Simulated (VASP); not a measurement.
Level of theory: PBE GGA, VASP's PBE PAW potentials (set 64) (plane waves; VASP).

The input files of a VASP run:

**INCAR**
```
SYSTEM = RuAl
PREC = Normal
ENCUT = 400
EDIFF = 1E-6
NELM = 100
ALGO = Normal
LREAL = .FALSE.
LASPH = .TRUE.
ISMEAR = 1
SIGMA = 0.1
GGA = PE
LMAXMIX = 4
LWAVE = .FALSE.
LCHARG = .FALSE.
ISIF = 2
```

### KPOINTS
```
kpoints
0
Gamma
  11 11 11
0 0 0
```

POSCAR:
```
RuAl
1
    3.0498000000     0.0000000000     0.0000000000
    0.0000000000     3.0498000000     0.0000000000
    0.0000000000     0.0000000000     3.0498000000
Al Ru
1 1
Direct
  0.5000000000   0.5000000000   0.5000000000
  0.0000000000   0.0000000000   0.0000000000
```

POTCAR, in this order: Al Ru_pv (PBE.64 set). Program: vasp_std.

### Question
Estimate the energy per atom (σ→0), pressure, band gap (on the k-mesh).

### Answer

```yaml
energy per atom (σ→0): -7.107 eV/atom
band gap (on the k-mesh): none (metal, semimetal or under 0.01 eV)
pressure: -8.86 GPa
```

OSZICAR:
```
...
DAV:   5    -0.148702700918E+02   -0.41143E-03   -0.41143E-03  1632   0.529E-01    0.108E+01
DAV:   6    -0.143163216554E+02    0.55395E+00   -0.37879E+00  1408   0.217E+01    0.236E+00
DAV:   7    -0.142289332918E+02    0.87388E-01   -0.33764E-01  1404   0.673E+00    0.180E+00
DAV:   8    -0.142146355178E+02    0.14298E-01   -0.21066E-02  1484   0.142E+00    0.207E-01
DAV:   9    -0.142145380014E+02    0.97516E-04   -0.29286E-04  1556   0.173E-01    0.127E-01
DAV:  10    -0.142145325912E+02    0.54102E-05   -0.43519E-05  1636   0.877E-02    0.820E-03
DAV:  11    -0.142145316007E+02    0.99047E-06   -0.16344E-06  1044   0.166E-02
   1 F= -.14214532E+02 E0= -.14214113E+02  d E =-.125450E-02
```

The compound is RuAl in the CsCl type structure. The cell was not relaxed at this level. The run is one of a series of settings (PREC = Normal against the base run), some of them coarse on purpose. The electron count is odd and the run is not spin-polarised, which forces a metal.
